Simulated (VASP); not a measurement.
Output of a VASP run:

**OUTCAR**
```
 ion  position               nearest neighbor table
   1  0.000  0.000  0.000-
   2  0.500  0.500  0.500-
  LATTYP: Found a face centered cubic cell.
 ALAT       =     5.5128710692
 Subroutine PRICEL returns:
 Original cell was already a primitive cell.
 Subroutine GETGRP returns: Found 48 space group operations
The static configuration has the point symmetry O_h .
The dynamic configuration has the point symmetry O_h .
 Subroutine INISYM returns: Found 48 space group operations
 Subroutine IBZKPT returns following result:
 Found     16 irreducible k-points:

 Following reciprocal coordinates:
            Coordinates               Weight
  0.000000  0.000000  0.000000      1.000000
  0.166667  0.000000  0.000000      8.000000
  0.333333  0.000000  0.000000      8.000000
  0.500000  0.000000  0.000000      4.000000
  0.166667  0.166667  0.000000      6.000000
  0.333333  0.166667  0.000000     24.000000
  0.500000  0.166667  0.000000     24.000000
 -0.333333  0.166667  0.000000     24.000000
 -0.166667  0.166667  0.000000     12.000000
  0.333333  0.333333  0.000000      6.000000
  0.500000  0.333333  0.000000     24.000000
 -0.333333  0.333333  0.000000     12.000000
  0.500000  0.500000  0.000000      3.000000
  0.500000  0.333333  0.166667     24.000000
 -0.333333  0.333333  0.166667     24.000000
 -0.333333  0.500000  0.166667     12.000000
 Subroutine IBZKPT_HF returns following result:
   k-points           NKPTS =     16   k-points in BZ     NKDIM =    216   number of bands    NBANDS=     11
   number of dos      NEDOS =    301   number of ions     NIONS =      2
   total plane-waves  NPLWV =  27000
   dimension x,y,z NGX =    30 NGY =   30 NGZ =   30
   dimension x,y,z NGXF=    60 NGYF=   60 NGZF=   60
   ions per type =               1   1
   PREC   = accura    normal or accurate (medium, high low for compatibility)
   ISTART =      1    job   : 0-new  1-cont  2-samecut
   ICHARG =      0    charge: 1-file 2-atom 10-const
   ISPIN  =      1    spin polarized calculation?
   LNONCOLLINEAR =      F non collinear calculations
   LSORBIT =      F    spin-orbit coupling
   INIWAV =      1    electr: 0-lowe 1-rand  2-diag
   ENCUT  =  520.0 eV  38.22 Ry    6.18 a.u.   7.25  7.25  7.25*2*pi/ulx,y,z
   NELM   =     60;   NELMIN=  2; NELMDL=  0     # of ELM steps
   EDIFF  = 0.1E-05   stopping-criterion for ELM
   LREAL  =      F    real-space projection
   NLSPLINE    = F    spline interpolate recip. space projectors
   LMAXMIX     =    2 max onsite mixed and CHGCAR
   VOSKOWN=      0    Vosko Wilk Nusair interpolation
   EDIFFG = 0.1E-04   stopping-criterion for IOM
   NSW    =      0    number of steps for IOM
   NBLOCK =      1;   KBLOCK =      1    inner block; outer block
   IBRION =     -1    ionic relax: 0-MD 1-quasi-New 2-CG
   NFREE  =      0    steps in history (QN), initial steepest desc. (CG)
   ISIF   =      2    stress and relaxation
   ISYM   =      3    0-nonsym 1-usesym 2-fastsym
   TEIN   =    0.0    initial temperature
   TEBEG  =    0.0;   TEEND  =   0.0 temperature during run
   SMASS  =  -3.00    Nose mass-parameter (am)
   PSTRESS=    0.0 pullay stress
   NELECT =      14.0000    total number of electrons
   EFERMI =   0.00;   METHOD = LEGACY
   ISMEAR =     0;   SIGMA  =   0.05  broadening in eV -4-tet -1-fermi 0-gaus
   IALGO  =     38    algorithm
   LDIAG  =      T    sub-space diagonalisation (order eigenvalues)
   IMIX   =      1    mixing-type and parameters
     AMIX     =   0.40;   BMIX     =  1.00
     AMIX_MAG =   1.60;   BMIX_MAG =  1.00
     AMIN     =   0.10
   GGA     = PE    functional components
   VOSKOWN =     0    Vosko Wilk Nusair interpolation
   LHFCALC =     T    Hartree Fock is set to
   NKREDX  =     1    reduce k-point grid by
   AEXX    =    0.2500 exact exchange contribution
   HFSCREEN=    0.0000 screening length (either q_TF or 0.3 A-1)
   HFRCUT  =   -1.0000 spherical cutoff for potential kernel
...
```

**OSZICAR**
```
       N       E                     dE             d eps       ncg     rms          rms(c)
DAV:   1    -0.837209730309E+01   -0.83721E+01   -0.14495E-01   352   0.421E+00    0.430E-01
DAV:   2    -0.837358443870E+01   -0.14871E-02   -0.75936E-03   358   0.134E+00    0.305E-01
DAV:   3    -0.837340021083E+01    0.18423E-03   -0.65744E-04   426   0.461E-01    0.176E-01
DAV:   4    -0.837337787031E+01    0.22341E-04   -0.91014E-05   421   0.165E-01    0.106E-01
DAV:   5    -0.837337763709E+01    0.23322E-06   -0.15822E-05   436   0.596E-02    0.636E-02
DAV:   6    -0.837337891297E+01   -0.12759E-05   -0.31178E-06   379   0.236E-02    0.379E-02
DAV:   7    -0.837337968257E+01   -0.76960E-06   -0.87113E-07   343   0.115E-02
   1 F= -.83733797E+01 E0= -.83733797E+01  d E =-.254772E-14
```

### OUTCAR
```
------------------------ aborting loop because EDIFF is reached ----------------------------------------
  FORCE on cell =-STRESS in cart. coord.  units (eV):
  Direction    XX          YY          ZZ          XY          YZ          ZX
  --------------------------------------------------------------------------------------
  Total        0.5818346      0.5818346      0.5818346      0.0000000      0.0000000      0.0000000
  in kB       22.2554633     22.2554633     22.2554633      0.0000000      0.0000000      0.0000000
  external PRESSURE =      22.2554633 kB  Pullay stress =       0.0000000 kB
  volume of cell :       41.89
      direct lattice vectors                 reciprocal lattice vectors
     0.000000000  2.756435535  2.756435535    -0.181393685  0.181393685  0.181393685
     2.756435535  0.000000000  2.756435535     0.181393685 -0.181393685  0.181393685
     2.756435535  2.756435535  0.000000000     0.181393685  0.181393685 -0.181393685
  FREE ENERGIE OF THE ION-ELECTRON SYSTEM (eV)
  ---------------------------------------------------
  free  energy   TOTEN  =        -8.3733796826 eV

  energy  without entropy=       -8.3733796826  energy(sigma->0) =       -8.37337968

  exchange ACFDT corr.  =         0.00000000  see jH, gK, PRB 81, 115126
```
(Selected blocks of OUTCAR.)

File POSCAR:
```
NaCl
1
    0.0000000000     2.7564355346     2.7564355346
    2.7564355346     0.0000000000     2.7564355346
    2.7564355346     2.7564355346     0.0000000000
Na Cl
1 1
Direct
  0.0000000000   0.0000000000   0.0000000000
  0.5000000000   0.5000000000   0.5000000000
```

Q: Write an INCAR and KPOINTS that could have produced this output.

A: One answer among several that fit: the input of the run itself, PBE0 hybrid, plane waves, VASP's PBE PAW potentials (set 64).

### INCAR
```
# general
SYSTEM    =  NaCl
PREC      =  Accurate
ENCUT     =  520
LREAL     =  .FALSE.
LASPH     =  .TRUE.
ISYM      =  3

# electronic loop
EDIFF     =  1E-6
NELM      =  60
ALGO      =  Normal

# smearing
ISMEAR    =  0
SIGMA     =  0.05

# functional
GGA       =  PE
LHFCALC   =  .TRUE.
AEXX      =  0.25
HFRCUT    =  -1
PRECFOCK  =  Fast

# ions
ISIF      =  2

# output
LWAVE     =  .FALSE.
LCHARG    =  .FALSE.
```

**KPOINTS**
```
Regular mesh
0
gamma
6 6 6
```

POTCAR, in this order: Na_pv Cl (PBE.64 set). Program: vasp_std. Read from the step before: WAVECAR.

The compound is NaCl in the rock salt structure. This cell is one point of a volume scan, at 0.91 of the reference volume. The cell's shape comes from a PBE relaxation.
